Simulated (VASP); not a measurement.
All values below come from PBE GGA with D3 dispersion (Becke-Johnson damping), VASP's PBE PAW potentials (set 64) (plane waves; VASP).

VASP input:

### INCAR
```
SYSTEM = Mo
PREC = Accurate
ENCUT = 520
EDIFF = 1E-7
NELM = 100
ALGO = Normal
LREAL = .FALSE.
LASPH = .TRUE.
ISMEAR = 1
SIGMA = 0.1
GGA = PE
IVDW = 12
LMAXMIX = 4
LWAVE = .FALSE.
LCHARG = .FALSE.
ISIF = 2
```

### POSCAR
```
Mo
1
   -1.5671167210     1.5671167210     1.5671167210
    1.5671167210    -1.5671167210     1.5671167210
    1.5671167210     1.5671167210    -1.5671167210
Mo
1
Direct
  0.0000000000   0.0000000000   0.0000000000
```

File KPOINTS:
```
Automatic
0
Gamma
 16 16 16
0 0 0
```

POTCAR, in this order: Mo_sv (PBE.64 set). Program: vasp_std.

Output

OSZICAR:
```
       N       E                     dE             d eps       ncg     rms          rms(c)
DAV:   1     0.931139729212E+02    0.93114E+02   -0.83369E+03  3198   0.131E+03
DAV:   2    -0.101481406393E+02   -0.10326E+03   -0.99607E+02  3499   0.346E+02
DAV:   3    -0.115699258063E+02   -0.14218E+01   -0.14131E+01  3652   0.404E+01
DAV:   4    -0.115733164345E+02   -0.33906E-02   -0.33902E-02  3484   0.241E+00
DAV:   5    -0.115733356989E+02   -0.19264E-04   -0.19263E-04  3745   0.172E-01    0.152E+01
DAV:   6    -0.110110192517E+02    0.56232E+00   -0.99296E-01  3433   0.122E+01    0.426E+00
DAV:   7    -0.109345367393E+02    0.76483E-01   -0.20168E-01  3719   0.513E+00    0.899E-01
DAV:   8    -0.109307928727E+02    0.37439E-02   -0.40217E-03  3292   0.905E-01    0.181E-01
DAV:   9    -0.109308613398E+02   -0.68467E-04   -0.81954E-05  3795   0.126E-01    0.798E-02
DAV:  10    -0.109308690371E+02   -0.76973E-05   -0.11073E-05  3364   0.442E-02    0.662E-03
DAV:  11    -0.109308693788E+02   -0.34175E-06   -0.16904E-07  3289   0.459E-03    0.135E-03
DAV:  12    -0.109308692641E+02    0.11478E-06   -0.10618E-08  1841   0.141E-03    0.139E-04
DAV:  13    -0.109308692804E+02   -0.16321E-07   -0.77991E-10  1754   0.386E-04
   1 F= -.11656212E+02 E0= -.11656388E+02  d E =0.528899E-03
```

File OUTCAR:
```
------------------------ aborting loop because EDIFF is reached ----------------------------------------
 Edisp (eV)   -0.72534
  FORCE on cell =-STRESS in cart. coord.  units (eV):
  Direction    XX          YY          ZZ          XY          YZ          ZX
  --------------------------------------------------------------------------------------
  Total      -0.05605    -0.05605    -0.05605    -0.00000     0.00000     0.00000
  in kB      -5.83307    -5.83307    -5.83307    -0.00000     0.00000     0.00000
  external pressure =       -5.83 kB  Pullay stress =        0.00 kB
  volume of cell :       15.39
      direct lattice vectors                 reciprocal lattice vectors
    -1.567116721  1.567116721  1.567116721     0.000000000  0.319057281  0.319057281
     1.567116721 -1.567116721  1.567116721     0.319057281  0.000000000  0.319057281
     1.567116721  1.567116721 -1.567116721     0.319057281  0.319057281  0.000000000
 POSITION                                       TOTAL-FORCE (eV/Angst)
 -----------------------------------------------------------------------------------
      0.00000      0.00000      0.00000        -0.000000     -0.000000      0.000000
 -----------------------------------------------------------------------------------
    total drift:                                0.000000     -0.000000      0.000000
  FREE ENERGIE OF THE ION-ELECTRON SYSTEM (eV)
  ---------------------------------------------------
  free  energy   TOTEN  =       -11.6562118014 eV

  energy  without entropy=      -11.6567407008  energy(sigma->0) =      -11.65638810
```
(Selected blocks of OUTCAR.)

### OUTCAR
```
 val. band max:       12.8283474076   @ k =  -0.1875   0.1875   0.0625

 cond. band min:      12.8783284345   @ k =   0.3750   0.0000   0.0000


 Fermi energy:        12.8563018841

 k-point     1 :       0.0000    0.0000    0.0000
  band No.  band energies     occupation
      1     -48.4336      2.00000
      2     -21.6642      2.00000
      3     -21.6642      2.00000
      4     -21.6642      2.00000
      5       5.5558      2.00000
      6      11.4527      2.00000
      7      11.4527      2.00000
      8      11.4527      2.00000
      9      14.5350     -0.00000
     10      14.5350     -0.00000
     11      27.6959      0.00000

 k-point     2 :       0.0625    0.0000    0.0000
  band No.  band energies     occupation
      1     -48.4232      2.00000
      2     -21.7243      2.00000
      3     -21.6826      2.00000
      4     -21.6647      2.00000
      5       5.7320      2.00000
      6      11.3524      2.00000
      7      11.4359      2.00000
      8      11.6183      2.00000
      9      14.3863     -0.00000
     10      14.5373     -0.00000
     11      27.8296      0.00000

 k-point     3 :       0.1250    0.0000    0.0000
  band No.  band energies     occupation
      1     -48.3932      2.00000
      2     -21.8932      2.00000
      3     -21.7349      2.00000
      4     -21.6660      2.00000
      5       6.2264      2.00000
      6      11.0796      2.00000
      7      11.3595      2.00000
      8      12.1066      2.00000
      9      14.0879     -0.00000
     10      14.5529     -0.00000
     11      28.1271      0.00000

 k-point     4 :       0.1875    0.0000    0.0000
  band No.  band energies     occupation
      1     -48.3481      2.00000
      2     -22.1408      2.00000
      3     -21.8122      2.00000
      4     -21.6680      2.00000
      5       6.9176      2.00000
      6      10.7013      2.00000
      7      11.2227      2.00000
      8      12.8908      0.45312
      9      13.9187     -0.00000
...
```

The compound is Mo in the bcc structure. It was relaxed first.
